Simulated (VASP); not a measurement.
Here is the system:

```
CuI
1.0
    0.00000     3.02787     3.02787
    3.02787     0.00000     3.02787
    3.02787     3.02787     0.00000
Cu I
1 1
Direct
  0.00000   0.00000   0.00000
  0.25000   0.25000   0.25000
```

Level of theory: TPSS meta-GGA, VASP's PBE PAW potentials (set 64) (plane waves; VASP). Numerical set-up: 520 eV cut-off, 9×9×9 Γ-centred mesh, tetrahedra with Blöchl corrections, potentials Cu I.

Unless said otherwise, spin-orbit coupling is left out, though it shifts the bands of the heavy elements here.

Problem. What does the run give for the energy per atom (σ→0), band gap (over mesh and band path) with the smallest direct gap where there is one?

Solution. 
```yaml
band gap (over mesh and band path): 1.33 eV
smallest direct gap (over mesh and band path): 1.33 eV
energy per atom (σ→0): -10.588 eV/atom
```

Total energies compare only between runs with the same potentials, cut-off and functional.

The compound is CuI in the zinc blende structure. It was relaxed first.
